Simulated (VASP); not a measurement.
Runs of VASP 6.6.1 on Ga15NiN16 (a cell with a defect). The cell holds a defect, 32 atoms: a = 6.380 Å, b = 6.380 Å, c = 10.378 Å, α = 90.00°, β = 90.00°, γ = 120.00°. 

| task | fixed moment (μB) | cell | mesh quality | gap on the mesh (eV) | moment (μB) | largest force (eV/Å) |
| --- | --- | --- | --- | --- | --- | --- |
| single point | - | as given | not flagged | 0.75 | 3.00 | 0.34 |
| single point | 3 | as given | coarse | - | 3.00 | 0.34 |
| single point | 1 | as given | coarse | - | 1.00 | 0.40 |
| relaxation of the atoms | - | atoms relaxed | not flagged | (a) | 3.00 | 0.02 |

Alike in all rows: level PBEsol+U; potentials or basis VASP PAW PBE potentials, release 64 (Ni, Ga_d, N); spin collinear, ferromagnetic start; Ni d U = 5 eV; k mesh 3 × 3 × 2; cutoff (eV) 450; smearing gaussian 0.03 eV.

Problem. Estimate the missing entries.

Solution. (a) 0.79.

Caveats: some runs use coarse meshes; the PAW data sets were made with another functional, which shifts forces and pressure a little; the cell's inner coordinates are idealised or old, which leaves forces on the atoms (some runs); the total moment is fixed, so each spin has its own Fermi level (some runs).

A k mesh can miss the band edges, and the runs leave out spin-orbit coupling on Ga.
